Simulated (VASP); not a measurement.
Cost and result of VASP (PAW) for the bulk modulus of MgS (rock salt). Static lattice, third-order Birch-Murnaghan fit over five volumes. The cost counts the five points of the equation of state, each on the mesh and cut-off of its row, so the ratios hold those differences too. With PBE it took about 40 core-seconds. The timings are rough (shared machines, no repeats); factors under 2 mean little.

Measured: 81.0 GPa at 0 K (as given by Tamar Goldzak et al., The Journal of Chemical Physics (2022), arXiv:2208.04865; corrected for zero-point motion).

| level | k-mesh | cut-off (eV) | bulk modulus (GPa) | error (%) | cost over PBE |
|---|---|---|---|---|---|
| PBE-D3(BJ) | 9×9×9 | 520 | 81.8 | +1.0 | within a factor of 2 |
| RPBE | 9×9×9 | 520 | 70.0 | -13.6 | within a factor of 2 |
| PBE | 9×9×9 | 520 | 74.7 | -7.8 | reference |
| AM05 | 9×9×9 | 520 | 77.0 | -5.0 | within a factor of 2 |
| optB88-vdW | 9×9×9 | 520 | 77.0 | -4.9 | about 3 times |
| r2SCAN | 9×9×9 | 520 | 80.9 | -0.1 | about 8 times |
| r2SCAN+rVV10 | 9×9×9 | 520 | 82.6 | +2.0 | about 10 times |
| HSEsol | 6×6×6 | 520 | 83.7 | +3.4 | about 20 times |

Within 5 % of the measurement lie PBE-D3(BJ), AM05, optB88-vdW, r2SCAN, r2SCAN+rVV10, HSEsol; PBE-D3(BJ), AM05 stand at the low end of their costs, within a factor of 2 against PBE.

Left out are levels that failed, ran on another kind of processor or have no fit band path; at most nine are shown.

The compound is MgS in the rock salt structure.
